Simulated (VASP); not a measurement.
Input:

```
PtSe2
1.0
    1.91135    -3.31055     0.00000
    1.91135     3.31055     0.00000
    0.00000     0.00000     5.12210
Pt Se
1 2
Direct
  0.00000   0.00000   0.00000
  0.33333   0.66667   0.25239
  0.66667   0.33333   0.74761
```

Computed with AM05 GGA, VASP's PBE PAW potentials (set 64) (plane waves; VASP). Numerical set-up: 520 eV cut-off, 9×9×6 Γ-centred mesh, first-order Methfessel-Paxton smearing of 0.10 eV, potentials Pt Se.

Without a dispersion term in the relaxation, distances and binding between the weakly bound layers, chains or molecules are unreliable, and so is what depends on them.

The ions and cell shape at fixed volume are relaxed. Which structure does the run end with?

```
PtSe2
1.0
    1.86455    -3.22949     0.00000
    1.86455     3.22949     0.00000
    0.00000     0.00000     5.38244
Pt Se
1 2
Direct
  0.00000   0.00000   0.00000
  0.33333   0.66667   0.23693
  0.66667   0.33333   0.76307
```
Space group P-3m1 (164), at a tolerance of 0.03 Å.

How much energy does the relaxation gain?

The energy (σ→0) changes by -25.6 meV/atom, in 5 ionic steps.

```csv
step,E(σ→0) (eV),max force (eV/Å),pressure (GPa),volume (Å³)
1,-14.9684,0.622,-6.41,64.82
2,-15.0073,0.379,-4.51,64.82
3,-15.0366,0.111,-0.75,64.82
4,-15.0435,0.050,-0.29,64.82
5,-15.0452,0.002,0.07,64.82
```

The compound is PtSe2 in the 1T layered structure. This cell is one point of a volume scan, at 1.06 of the reference volume. Symmetry was kept, so distortions that lower it aren't found.
